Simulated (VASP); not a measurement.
Level of theory: PBE GGA, VASP's PBE PAW potentials (set 64) (plane waves; VASP).

VASP input:

**INCAR**
```
SYSTEM = SrVO3
PREC = Accurate; ENCUT = 520; LREAL = .FALSE.
LASPH = .TRUE.
EDIFF = 1E-7; NELM = 100; ALGO = Normal
LMAXMIX = 4
ISMEAR = 1; SIGMA = 0.1
GGA = PE
IBRION = 6; NSW = 1; ISIF = 2
POTIM = 0.015; NFREE = 2
LWAVE = .FALSE.; LCHARG = .FALSE.
LPHON_DISPERSION = .TRUE.
```

**QPOINTS**
```
k-points along high-symmetry lines
13
Line-mode
Cartesian
  0.000000   0.000000   0.000000 ! GAMMA
  0.000000   0.129408   0.000000 ! X

  0.000000   0.129408   0.000000 ! X
  0.129408   0.129408   0.000000 ! M

  0.129408   0.129408   0.000000 ! M
  0.000000   0.000000   0.000000 ! GAMMA

  0.000000   0.000000   0.000000 ! GAMMA
  0.129408   0.129408   0.129408 ! R

  0.129408   0.129408   0.129408 ! R
  0.000000   0.129408   0.000000 ! X

  0.129408   0.129408   0.129408 ! R
  0.129408   0.129408   0.000000 ! M
```

File KPOINTS:
```
K-points
0
G
3 3 3
0 0 0
```

File POSCAR:
```
SrVO3
7.7275060
  0.9999999463   0.0000000000   0.0000000000
  0.0000000000   0.9999999463   0.0000000000
  0.0000000000   0.0000000000   0.9999999463
Sr V O
8 8 24
Direct
  0.0000000000   0.0000000000   0.0000000000
  0.0000000000   0.0000000000   0.5000000000
  0.0000000000   0.5000000000   0.0000000000
  0.0000000000   0.5000000000   0.5000000000
  0.5000000000   0.0000000000   0.0000000000
  0.5000000000   0.0000000000   0.5000000000
  0.5000000000   0.5000000000   0.0000000000
  0.5000000000   0.5000000000   0.5000000000
  0.2500000000   0.2500000000   0.2500000000
  0.2500000000   0.2500000000   0.7500000000
  0.2500000000   0.7500000000   0.2500000000
  0.2500000000   0.7500000000   0.7500000000
  0.7500000000   0.2500000000   0.2500000000
  0.7500000000   0.2500000000   0.7500000000
  0.7500000000   0.7500000000   0.2500000000
  0.7500000000   0.7500000000   0.7500000000
  0.2500000000   0.0000000000   0.2500000000
  0.2500000000   0.0000000000   0.7500000000
  0.2500000000   0.5000000000   0.2500000000
  0.2500000000   0.5000000000   0.7500000000
  0.7500000000   0.0000000000   0.2500000000
  0.7500000000   0.0000000000   0.7500000000
  0.7500000000   0.5000000000   0.2500000000
  0.7500000000   0.5000000000   0.7500000000
  0.0000000000   0.2500000000   0.2500000000
  0.0000000000   0.2500000000   0.7500000000
  0.0000000000   0.7500000000   0.2500000000
  0.0000000000   0.7500000000   0.7500000000
  0.5000000000   0.2500000000   0.2500000000
  0.5000000000   0.2500000000   0.7500000000
  0.5000000000   0.7500000000   0.2500000000
  0.5000000000   0.7500000000   0.7500000000
  0.2500000000   0.2500000000   0.0000000000
  0.2500000000   0.2500000000   0.5000000000
  0.2500000000   0.7500000000   0.0000000000
  0.2500000000   0.7500000000   0.5000000000
  0.7500000000   0.2500000000   0.0000000000
  0.7500000000   0.2500000000   0.5000000000
  0.7500000000   0.7500000000   0.0000000000
  0.7500000000   0.7500000000   0.5000000000
```

POTCAR, in this order: Sr_sv V_sv O (PBE.64 set). Program: vasp_std.

What VASP printed:

File OSZICAR:
```
...
DAV:   6    -0.314134080145E+03    0.42504E-03   -0.14906E-03  2904   0.127E-01    0.105E-01
DAV:   7    -0.314134117430E+03   -0.37285E-04   -0.13384E-03  3064   0.913E-02    0.129E-01
DAV:   8    -0.314134082233E+03    0.35196E-04   -0.84394E-04  2944   0.682E-02    0.901E-02
DAV:   9    -0.314134026091E+03    0.56142E-04   -0.11534E-04  3160   0.534E-02    0.149E-02
DAV:  10    -0.314134024508E+03    0.15834E-05   -0.92872E-06  3064   0.140E-02    0.732E-03
DAV:  11    -0.314134024025E+03    0.48221E-06   -0.33637E-06  3056   0.705E-03    0.382E-03
DAV:  12    -0.314134023816E+03    0.20945E-06   -0.71524E-07  2440   0.373E-03    0.324E-03
DAV:  13    -0.314134023757E+03    0.58630E-07   -0.36402E-07  1768   0.300E-03
   4 F= -.31413402E+03 E0= -.31412959E+03  d E =-.132908E-01
       N       E                     dE             d eps       ncg     rms          rms(c)
DAV:   1    -0.314092623141E+03    0.41401E-01   -0.34741E+00  2892   0.109E+01    0.490E-01
DAV:   2    -0.314137142888E+03   -0.44520E-01   -0.48965E-01  2424   0.131E+00    0.748E-01
DAV:   3    -0.314138838392E+03   -0.16955E-02   -0.81192E-02  2744   0.539E-01    0.851E-01
DAV:   4    -0.314134957222E+03    0.38812E-02   -0.26039E-02  2968   0.352E-01    0.367E-01
DAV:   5    -0.314134299461E+03    0.65776E-03   -0.33155E-03  3072   0.210E-01    0.200E-01
DAV:   6    -0.314134128664E+03    0.17080E-03   -0.86421E-04  2784   0.127E-01    0.133E-01
DAV:   7    -0.314134113980E+03    0.14684E-04   -0.32918E-04  2792   0.134E-01    0.122E-01
DAV:   8    -0.314134026927E+03    0.87054E-04   -0.16566E-04  2872   0.739E-02    0.366E-02
DAV:   9    -0.314134041870E+03   -0.14944E-04   -0.23369E-04  2808   0.381E-02    0.615E-02
DAV:  10    -0.314134023042E+03    0.18828E-04   -0.12931E-04  2792   0.275E-02    0.135E-02
DAV:  11    -0.314134025042E+03   -0.20000E-05   -0.86890E-06  2988   0.140E-02    0.162E-02
DAV:  12    -0.314134023727E+03    0.13145E-05   -0.59273E-06  2752   0.123E-02    0.628E-03
DAV:  13    -0.314134023524E+03    0.20345E-06   -0.73770E-07  2488   0.430E-03    0.168E-03
DAV:  14    -0.314134023539E+03   -0.15432E-07   -0.28062E-07  1784   0.154E-03
   5 F= -.31413402E+03 E0= -.31412959E+03  d E =-.132907E-01
       N       E                     dE             d eps       ncg     rms          rms(c)
DAV:   1    -0.314120371403E+03    0.13652E-01   -0.23229E+00  3488   0.727E+00    0.257E-01
DAV:   2    -0.314135643402E+03   -0.15272E-01   -0.16083E-01  3136   0.897E-01    0.231E-01
DAV:   3    -0.314136360419E+03   -0.71702E-03   -0.10453E-02  4088   0.223E-01    0.403E-01
DAV:   4    -0.314135416176E+03    0.94424E-03   -0.52674E-03  3880   0.157E-01    0.124E-01
DAV:   5    -0.314135674810E+03   -0.25863E-03   -0.12686E-03  3820   0.156E-01    0.246E-01
DAV:   6    -0.314135219550E+03    0.45526E-03   -0.89285E-04  3852   0.129E-01    0.273E-02
DAV:   7    -0.314135216714E+03    0.28362E-05   -0.14025E-04  3580   0.391E-02    0.359E-02
DAV:   8    -0.314135216128E+03    0.58602E-06   -0.14918E-04  3640   0.303E-02    0.355E-02
DAV:   9    -0.314135206055E+03    0.10072E-04   -0.41493E-05  3720   0.174E-02    0.829E-03
DAV:  10    -0.314135203181E+03    0.28743E-05   -0.60725E-06  3968   0.942E-03    0.584E-03
DAV:  11    -0.314135200836E+03    0.23451E-05   -0.34608E-06  3840   0.831E-03    0.161E-03
DAV:  12    -0.314135200538E+03    0.29805E-06   -0.15053E-06  3368   0.345E-03    0.100E-03
DAV:  13    -0.314135200367E+03    0.17049E-06   -0.20195E-07  2472   0.159E-03    0.512E-04
DAV:  14    -0.314135200203E+03    0.16454E-06   -0.37498E-07  2800   0.235E-03    0.222E-04
DAV:  15    -0.314135200198E+03    0.45111E-08   -0.15980E-07  1992   0.108E-03
   6 F= -.31413520E+03 E0= -.31413077E+03  d E =-.132917E-01
       N       E                     dE             d eps       ncg     rms          rms(c)
DAV:   1    -0.314131259002E+03    0.39412E-02   -0.39793E+00  3168   0.407E+00    0.319E-01
DAV:   2    -0.314135585610E+03   -0.43266E-02   -0.50807E-02  3376   0.485E-01    0.245E-01
DAV:   3    -0.314135360957E+03    0.22465E-03   -0.26003E-03  4312   0.114E-01    0.147E-01
DAV:   4    -0.314136503836E+03   -0.11429E-02   -0.87588E-03  3976   0.213E-01    0.483E-01
DAV:   5    -0.314135207934E+03    0.12959E-02   -0.73297E-03  3792   0.168E-01    0.559E-02
DAV:   6    -0.314135236236E+03   -0.28302E-04   -0.25056E-04  3588   0.659E-02    0.770E-02
DAV:   7    -0.314135203009E+03    0.33228E-04   -0.99160E-05  3932   0.416E-02    0.260E-02
DAV:   8    -0.314135210763E+03   -0.77543E-05   -0.94421E-05  3960   0.253E-02    0.447E-02
DAV:   9    -0.314135200621E+03    0.10142E-04   -0.71000E-05  3760   0.204E-02    0.115E-02
DAV:  10    -0.314135200118E+03    0.50291E-06   -0.47491E-06  3592   0.825E-03    0.319E-03
DAV:  11    -0.314135200159E+03   -0.41160E-07   -0.11374E-06  3104   0.338E-03    0.155E-03
DAV:  12    -0.314135200169E+03   -0.10019E-07   -0.95657E-08  1688   0.108E-03
   7 F= -.31413520E+03 E0= -.31413077E+03  d E =-.132917E-01
       N       E                     dE             d eps       ncg     rms          rms(c)
DAV:   1    -0.314131815331E+03    0.33848E-02   -0.25361E+00  2352   0.330E+00    0.296E-01
DAV:   2    -0.314134851974E+03   -0.30366E-02   -0.32685E-02  2568   0.492E-01    0.361E-01
DAV:   3    -0.314134616378E+03    0.23560E-03   -0.15547E-03  3052   0.160E-01    0.229E-01
DAV:   4    -0.314134621761E+03   -0.53835E-05   -0.21196E-03  2688   0.132E-01    0.262E-01
DAV:   5    -0.314134718972E+03   -0.97211E-04   -0.59904E-03  2912   0.186E-01    0.271E-01
DAV:   6    -0.314134527730E+03    0.19124E-03   -0.40898E-03  2792   0.138E-01    0.197E-01
DAV:   7    -0.314134261504E+03    0.26623E-03   -0.61243E-04  2808   0.891E-02    0.227E-02
DAV:   8    -0.314134255646E+03    0.58577E-05   -0.24583E-05  2608   0.181E-02    0.178E-02
DAV:   9    -0.314134255759E+03   -0.11300E-06   -0.36687E-05  2880   0.155E-02    0.253E-02
DAV:  10    -0.314134249330E+03    0.64290E-05   -0.25485E-05  2580   0.134E-02    0.810E-03
DAV:  11    -0.314134248231E+03    0.10994E-05   -0.75235E-06  2720   0.120E-02    0.145E-02
DAV:  12    -0.314134245838E+03    0.23932E-05   -0.47632E-06  2928   0.106E-02    0.319E-03
DAV:  13    -0.314134244979E+03    0.85887E-06   -0.81409E-07  2472   0.369E-03    0.119E-03
DAV:  14    -0.314134244059E+03    0.91993E-06   -0.91919E-07  2376   0.387E-03    0.772E-04
DAV:  15    -0.314134243515E+03    0.54397E-06   -0.99446E-07  2440   0.394E-03    0.561E-04
DAV:  16    -0.314134243456E+03    0.58608E-07   -0.49707E-07  2184   0.205E-03
   8 F= -.31413424E+03 E0= -.31412981E+03  d E =-.132945E-01
       N       E                     dE             d eps       ncg     rms          rms(c)
DAV:   1    -0.314129541366E+03    0.47021E-02   -0.44930E+00  2352   0.428E+00    0.521E-01
DAV:   2    -0.314136008233E+03   -0.64669E-02   -0.69062E-02  2608   0.746E-01    0.679E-01
DAV:   3    -0.314134926285E+03    0.10819E-02   -0.31235E-03  2896   0.232E-01    0.421E-01
DAV:   4    -0.314135471594E+03   -0.54531E-03   -0.72293E-03  2696   0.218E-01    0.524E-01
DAV:   5    -0.314135451472E+03    0.20123E-04   -0.19933E-02  2880   0.313E-01    0.459E-01
DAV:   6    -0.314135325177E+03    0.12629E-03   -0.12392E-02  2832   0.247E-01    0.389E-01
DAV:   7    -0.314134256086E+03    0.10691E-02   -0.18204E-03  2776   0.161E-01    0.331E-02
DAV:   8    -0.314134251596E+03    0.44897E-05   -0.80788E-05  2608   0.291E-02    0.289E-02
DAV:   9    -0.314134254748E+03   -0.31521E-05   -0.10958E-04  2744   0.258E-02    0.424E-02
DAV:  10    -0.314134244096E+03    0.10652E-04   -0.56957E-05  2512   0.191E-02    0.116E-02
DAV:  11    -0.314134246457E+03   -0.23619E-05   -0.11686E-05  2760   0.157E-02    0.214E-02
DAV:  12    -0.314134243706E+03    0.27515E-05   -0.83567E-06  2752   0.146E-02    0.616E-03
DAV:  13    -0.314134243449E+03    0.25735E-06   -0.62449E-07  2320   0.401E-03    0.134E-03
DAV:  14    -0.314134243450E+03   -0.17753E-08   -0.21787E-07  1568   0.140E-03
   9 F= -.31413424E+03 E0= -.31412981E+03  d E =-.132945E-01
```

### OUTCAR
```
------------------------ aborting loop because EDIFF is reached ----------------------------------------
  FORCE on cell =-STRESS in cart. coord.  units (eV):
  Direction    XX          YY          ZZ          XY          YZ          ZX
  --------------------------------------------------------------------------------------
  Total        0.0384462      0.0530204      0.0384462     -0.0000000      0.0000000     -0.0000000
  in kB        0.1334891      0.1840923      0.1334891     -0.0000000      0.0000000     -0.0000000
  external PRESSURE =       0.1503568 kB  Pullay stress =       0.0000000 kB
  volume of cell :      461.44
      direct lattice vectors                 reciprocal lattice vectors
     7.727505585  0.000000000  0.000000000     0.129407865  0.000000000  0.000000000
     0.000000000  7.727505585  0.000000000     0.000000000  0.129407865  0.000000000
     0.000000000  0.000000000  7.727505585     0.000000000  0.000000000  0.129407865
 POSITION                                       TOTAL-FORCE (eV/Angst)
 -----------------------------------------------------------------------------------
      0.00000      0.00000      0.00000        -0.000350     -0.005780     -0.000350
      0.00000      0.00000      3.86375        -0.000350     -0.005780      0.000350
      0.00000      3.86375      0.00000        -0.000001      0.002867     -0.000001
      0.00000      3.86375      3.86375        -0.000001      0.002867      0.000001
      3.86375      0.00000      0.00000         0.000350     -0.005780     -0.000350
      3.86375      0.00000      3.86375         0.000350     -0.005780      0.000350
      3.86375      3.86375      0.00000         0.000001      0.002867     -0.000001
      3.86375      3.86375      3.86375         0.000001      0.002867      0.000001
      1.93188      1.93188      1.93188        -0.000000     -0.006868     -0.000000
      1.93188      1.93188      5.79563        -0.000000     -0.002517     -0.000000
      1.93188      5.79563      1.93188        -0.000000     -0.016946     -0.000000
      1.93188      5.79563      5.79563        -0.000000     -0.002781     -0.000000
      5.79563      1.93188      1.93188         0.000000     -0.002517     -0.000000
      5.79563      1.93188      5.79563        -0.000000     -0.000015     -0.000000
      5.79563      5.79563      1.93188        -0.000000     -0.002781     -0.000000
      5.79563      5.79563      5.79563        -0.000000     -0.000209     -0.000000
      1.93188     -0.01500      1.93188        -0.000000      0.242281     -0.000000
      1.93188      0.00000      5.79563        -0.000000     -0.004326     -0.000000
      1.93188      3.86375      1.93188        -0.000000     -0.056725     -0.000000
      1.93188      3.86375      5.79563         0.000000      0.004989     -0.000000
      5.79563      0.00000      1.93188        -0.000000     -0.004326     -0.000000
      5.79563      0.00000      5.79563        -0.000000      0.000925     -0.000000
      5.79563      3.86375      1.93188        -0.000000      0.004989     -0.000000
      5.79563      3.86375      5.79563         0.000000     -0.000540     -0.000000
      0.00000      1.93188      1.93188         0.018574     -0.017553     -0.000000
      0.00000      1.93188      5.79563         0.001594     -0.000195     -0.000000
      0.00000      5.79563      1.93188        -0.018889     -0.017399     -0.000000
      0.00000      5.79563      5.79563        -0.001587     -0.000098     -0.000000
      3.86375      1.93188      1.93188        -0.018574     -0.017553     -0.000000
      3.86375      1.93188      5.79563        -0.001594     -0.000195     -0.000000
      3.86375      5.79563      1.93188         0.018889     -0.017399     -0.000000
      3.86375      5.79563      5.79563         0.001587     -0.000098     -0.000000
      1.93188      1.93188      0.00000        -0.000000     -0.017553      0.018574
      1.93188      1.93188      3.86375        -0.000000     -0.017553     -0.018574
      1.93188      5.79563      0.00000         0.000000     -0.017399     -0.018889
      1.93188      5.79563      3.86375        -0.000000     -0.017399      0.018889
      5.79563      1.93188      0.00000         0.000000     -0.000195      0.001594
      5.79563      1.93188      3.86375         0.000000     -0.000195     -0.001594
      5.79563      5.79563      0.00000        -0.000000     -0.000098     -0.001587
      5.79563      5.79563      3.86375         0.000000     -0.000098      0.001587
 -----------------------------------------------------------------------------------
    total drift:                                0.000016     -0.000011     -0.000000
  FREE ENERGIE OF THE ION-ELECTRON SYSTEM (eV)
  ---------------------------------------------------
  free  energy   TOTEN  =      -314.1342434504 eV

  energy  without entropy=     -314.1209489115  energy(sigma->0) =     -314.12981194
```
(Selected blocks of OUTCAR.)

The cell is a supercell, built from SrVO3 (cubic perovskite). The run is not spin-polarised, so no magnetic state was tried.
